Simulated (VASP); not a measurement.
# CdSnSeS: structure and properties in VASP, part 2 of 2

Wanted: the relaxed cell of CdSnSeS and its properties. The cell is invented: it takes the structure of a Materials Project entry for SnTePbSe (space group 160 there), with some of its atoms replaced by other elements, volume scaled by an estimate. It may not be a known or stable phase. Left out of this account: 2 further runs (dielectric: a response that the mesh can't converge at so small a gap; bands with BLYP: it ended just at its time limit, and its output was not read).

VASP 6.6.1, plane waves and PAW; the level of theory is named at each step.

So far, gap on the k-mesh (eV): step 2 (rough relaxation of the start cell) 0.705; step 3 (full relaxation (BLYP)) 0.571; step 4 (single point with fields (BLYP)) 0.402; step 6 (total and projected DOS (BLYP)) 0.424.

## 7. Starting orbitals for the hybrid

This step: PBE; plane waves and PAW (Sn_d, Cd, Se, S); invented cell (VASP 6.6.1).

A hybrid converges badly from random orbitals, so a cheap semilocal run writes a WAVECAR on the same mesh first.

INCAR

```
SYSTEM = CdSnSeS
PREC = Accurate
ENCUT = 400
EDIFF = 1E-05
NELM = 100
ISMEAR = 0
SIGMA = 0.05
LREAL = .FALSE.
ALGO = Normal
GGA = PE
NBANDS = 25
LORBIT = 11
LWAVE = .TRUE.
LCHARG = .FALSE.
KPAR = 2
```

POSCAR

```
CdSnSeS
1.0
    2.1041712254      1.2148439206      6.8236988141
   -2.1041712254      1.2148439206      6.8236988141
    0.0000000000     -2.4296878413      6.8236988141
Sn Cd Se S
1 1 1 1
Direct
    0.5051875393      0.5051875393      0.5051875393
    0.0001288602      0.0001288602      0.0001288602
    0.7421171600      0.7421171600      0.7421171600
    0.2525664404      0.2525664404      0.2525664404
```

KPOINTS

```
Automatic mesh
0
Gamma
4 4 4
0 0 0
```

PAW data sets: Sn_d, Cd, Se and S (PBE family, release 64).

Started as:

```sh
> mpirun -np 2 vasp_std
```

Wall time 18 s (2 MPI ranks of Intel Xeon 6975P-C (Granite Rapids), shared host); peak memory 0.62 GiB.

At this level the cell is under a tension of 3.5 GPa, so at these settings it is away from equilibrium.

Numbers from this step:

```
SCF cycles                     : 12
bands                          : 25
irreducible k-points           : 13
free energy (TOTEN)            : -13.85 eV
Fermi energy                   : 3.891 eV
pressure                       : -3.472 GPa
valence top at k               : 0.5, 0.5, 0.5
conduction bottom at k         : 0.5, 0, 0
least direct gap at k          : 0.5, 0.5, 0.5
gap on the k-mesh              : 0.4815 eV
least direct gap on the k-mesh : 0.6621 eV
```

Force by atom:

```csv
atom,x (eV/Å),y (eV/Å),z (eV/Å),size
Sn1,0.0000,0.0000,-0.0119,0.0119
Cd2,0.0000,0.0000,0.0238,0.0238
Se3,0.0000,0.0000,-0.0843,0.0843
S4,0.0000,0.0000,0.0724,0.0724
```

## 8. Band structure (HSE06)

This step: HSE06; plane waves and PAW (Sn_d, Cd, Se, S); invented cell (VASP 6.6.1).

HSE06 mixes in a quarter of exact exchange at short range, at far higher cost; in semiconductors this cures much of the gap error, while metals seldom gain.

INCAR

```
SYSTEM = CdSnSeS
PREC = Accurate
ENCUT = 400
EDIFF = 1E-06
NELM = 100
ISMEAR = 0
SIGMA = 0.05
LREAL = .FALSE.
ALGO = Normal
LHFCALC = .TRUE.
AEXX = 0.25
GGA = PE
HFSCREEN = 0.2
LASPH = .TRUE.
NBANDS = 25
PRECFOCK = Fast
LORBIT = 11
LWAVE = .FALSE.
LCHARG = .FALSE.
KPAR = 2
```

POSCAR is that of step 7.

KPOINTS is that of step 7.

KPOINTS_OPT

```
Line mode
6
Line-mode
Reciprocal
  0.00000000   0.00000000   0.00000000 GAMMA
  0.50000000   0.00000000   0.00000000 L

  0.50000000   0.00000000   0.00000000 L
  0.50000000   0.18779718  -0.18779718 B1

  0.81220282   0.50000000   0.18779718 B
  0.50000000   0.50000000   0.50000000 Z

  0.50000000   0.50000000   0.50000000 Z
  0.00000000   0.00000000   0.00000000 GAMMA

  0.00000000   0.00000000   0.00000000 GAMMA
  0.34389859   0.00000000  -0.34389859 X

  0.65610141   0.34389859   0.00000000 Q
  0.50000000   0.50000000   0.00000000 F

  0.50000000   0.50000000   0.00000000 F
  0.65610141   0.65610141   0.18779718 P1

  0.65610141   0.65610141   0.18779718 P1
  0.50000000   0.50000000   0.50000000 Z

  0.50000000   0.00000000   0.00000000 L
  0.81220282   0.34389859   0.34389859 P
```

The WAVECAR or CHGCAR of an earlier step is read.

Started as:

```sh
> mpirun -np 2 vasp_std
```

Run time: 41 min. Hardware: 2 MPI ranks.

The run was cut off at its time limit.

The self-consistent loop had finished, and the limit fell in the path of KPOINTS_OPT; fewer path points or more time would be the way on.

## 9. Core levels (BLYP)

This step: BLYP; plane waves and PAW (Sn_d, Cd, Se, S); invented cell (VASP 6.6.1).

ICORELEVEL = 1 prints the core eigenvalues in the potential of the ground state.

INCAR

```
SYSTEM = CdSnSeS
PREC = Accurate
ENCUT = 400
EDIFF = 1E-06
NELM = 100
ISMEAR = 0
SIGMA = 0.05
LREAL = .FALSE.
ALGO = Normal
GGA = B5
ALDAX = 1
AGGAX = 1
AGGAC = 1
ALDAC = 0
NBANDS = 25
LORBIT = 11
LWAVE = .FALSE.
LCHARG = .FALSE.
KPAR = 2
ICORELEVEL = 1
```

POSCAR is that of step 8.

KPOINTS

```
Automatic mesh
0
Gamma
8 8 8
0 0 0
```

Started as:

```sh
> mpirun -np 2 vasp_std
```

Elapsed: 77 s, on 2 MPI ranks; peak memory 0.78 GiB.

These are scalar-relativistic Kohn-Sham levels of the ground state, with no core hole, so they are not binding energies.

This step gave:

| Item | Value |
| --- | --- |
| SCF cycles | 14 |
| irreducible k-points | 65 |
| free energy (TOTEN) | -11.77 eV |
| Fermi energy | 4.335 eV |
| pressure | 0.01594 GPa |
| valence top at k | 0.5, 0.375, 0.375 |
| gap on the k-mesh | 0.4024 eV |
| least direct gap on the k-mesh | 0.7166 eV |

Kohn-Sham core levels. Core levels, by row:

| atom | shell | level below the valence-band top (eV) |
| --- | --- | --- |
| Sn1 | 1s | 29004 |
| Sn1 | 2s | 4375 |
| Sn1 | 2p | 3927 |
| Sn1 | 3s | 841.2 |
| Sn1 | 3p | 694.8 |
| Sn1 | 3d | 469.5 |
| Sn1 | 4s | 130 |
| Sn1 | 4p | 85.78 |
| Cd2 | 1s | 26517 |
| Cd2 | 2s | 3934 |
| Cd2 | 2p | 3529 |
| Cd2 | 3s | 730.8 |
| Cd2 | 3p | 598 |
| Cd2 | 3d | 390.5 |
| Cd2 | 4s | 102.8 |
| Cd2 | 4p | 63.89 |
| Se3 | 1s | 12497 |
| Se3 | 2s | 1601 |
| Se3 | 2p | 1407 |
| Se3 | 3s | 207.4 |
| Se3 | 3p | 146.9 |
| Se3 | 3d | 47.11 |
| S4 | 1s | 2399 |
| S4 | 2s | 205.2 |
| S4 | 2p | 150 |

## 10. Outcome

```
relaxed volume                                             : 26.16 Å³/atom
relaxed conventional cell a, b, c                          : 4.208, 4.208, 20.471 Å; angles 90.0, 90.0, 120.0°
space group after relaxing, within 0.02 Å                  : R3m (No. 160)
band gap                                                   : 0.371 eV, indirect (least direct gap of that run 0.717 eV)
gap among the points of the DOS mesh alone, an upper bound : 0.424 eV
shallowest level of the frozen cores                       : Se3 3d, 47.1 eV deep
```

What this shows: With BLYP, CdSnSeS relaxes to 26.16 Å³/atom in space group R3m (held by the symmetry of the run) and has an indirect gap of 0.371 eV. Not obtained: band structure (HSE06), because the run hit its time limit. Bands along the symmetry lines (BLYP): The path shows an indirect gap of 0.37 eV (valence top between B and Z, conduction bottom at L). The least direct gap is 0.72 eV. Spin-orbit coupling is left out, and with elements this heavy it would split and shift bands near the edges, and it can change the kind of a small gap. No search among competing phases was made. All values are for a static lattice at zero temperature.

[Lines on the potential files, build, host, timing and source positions are cut from VASP's logs without a mark.]

[Logs are printed without paths, hosts, clocks, repeated set-up lines and the standing remarks that a program may print on its own settings, such as how far it seeks lower states.]

[Hosts, paths, dates, database ids (printed as entryN), source tags and the programs' standing remarks are cut or masked in the printed files.]

[A measured line is paired with the nearest computed mode of its activity, which favours agreement.]
